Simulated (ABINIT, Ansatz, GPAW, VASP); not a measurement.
CaCo2Ge2 (I4/mmm, 5 atoms in the cell) computed with different codes at matched settings

Self-consistent single point.

```
CELL_PARAMETERS angstrom
     -2.00458     2.00458     5.22806
      2.00458    -2.00458     5.22806
      2.00458     2.00458    -5.22806
ATOMIC_POSITIONS crystal
  Ca 0.00000 0.00000 0.00000
  Co 0.25000 0.75000 0.50000
  Co 0.75000 0.25000 0.50000
  Ge 0.36710 0.36710 0.00000
  Ge 0.63290 0.63290 0.00000
```

All programs got the same cell, k-point mesh and kind of occupations (in Ansatz's words: kpoints.mp_grid.grid = 7 7 7; scf.occupations.method = fermi_dirac; scf.occupations.width = 0.0037 Ry); potentials, basis and cutoffs are each program's usual ones.

```csv
code,model,pressure (GPa),largest force (eV/Å),cutoff
Ansatz,"LDA (PW92), PAW files made with PBE",-10.92,0.479,30.9 Ry
GPAW,"LDA (Perdew-Wang 92), GPAW PAW datasets LDA (gpaw-data 1.0.1)",-10.36,0.438,800 eV
VASP,"LDA (PZ), VASP's LDA PAW potentials (set 64)",-11.42,0.472,300 eV
ABINIT,"LDA (PW92), PAW (JTH v2.0 LDA PAW)",-10.74,0.449,30 Ha
```

The spread over the programs that give each value: pressure within 1.06 GPa; largest force within 0.041 eV/Å.

The starting cell comes from a database of computed structures (which also holds hypothetical and non-ambient phases and stackings), without a prior relaxation at this level. Its lattice was rescaled by a random factor within 2.5 % of one. On Ansatz's run: Spin polarisation is off. In the base run, with a pressure of about -11 GPa the cell is away from its equilibrium volume at this level.

Problem. Why do the programs differ, and what cannot be compared?

Solution. Differences of this kind can come from the potentials, where these differ, and from what each basis and cutoff leave unconverged. The valence holds different numbers of electrons (Ansatz (an electronic-structure program) 72, GPAW 36, VASP 56, ABINIT 72). The zero of total energies and Fermi levels follows the potentials and each program's conventions, so they are not compared here. Ansatz's pressure is given at a fixed set of plane waves, as the other plane-wave codes print theirs; with its correction for the finite basis it is -10.87 GPa. Ansatz's smearing width was typed in Ry to four decimals, so it matches the others to a few per cent. The same LDA comes in different parametrisations, which differ slightly.

VASP's run is marked for a possible Pulay error in its stress at this cutoff; no cutoff test was made.

Left out of this page: Quantum ESPRESSO, CP2K, Elk, FLEUR and SIESTA (not drawn, or without a comparable value).

Keys are those of Ansatz 0.2.
